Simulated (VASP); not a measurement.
A convergence study with VASP on CsCl (CsCl type): one setting is varied, all else stays as given below, so the limit is that of these other settings.

```xyz
2
Lattice="4.1200 0.0000 0.0000 0.0000 4.1200 0.0000 0.0000 0.0000 4.1200" Properties=species:S:1:pos:R:3 pbc="T T T"
Cs     0.0000     0.0000     0.0000
Cl     2.0600     2.0600     2.0600
```

These are PBE GGA, VASP's PBE PAW potentials (set 64) (plane waves; VASP 6.6.1) values and carry that method's errors. The tightest run used: 550 eV cut-off, 11×11×11 Monkhorst-Pack mesh, Gaussian smearing of 0.050 eV, potentials Cs_sv Cl.

```csv
setting,E (eV/atom),pressure (GPa),irreducible k-points
1×1×1 mesh,-1.1177,21.08,1
2×2×2 mesh,-3.3112,0.47,1
3×3×3 mesh,-3.2602,1.13,4
```

These are the cheaper rows. Estimate the results at 11×11×11 mesh, and how far the last row shown lies from them.

| quantity | tightest run | last row shown is off by |
|---|---|---|
| E (eV/atom) | -3.2630 | 0.0029 |
| pressure (GPa) | 1.09 | 0.04 |

Left out are rungs that failed or repeat a setting and relaxations that didn't move; long series are thinned to 24 rows.

The compound is CsCl in the CsCl type structure. The cell was not relaxed at this level.
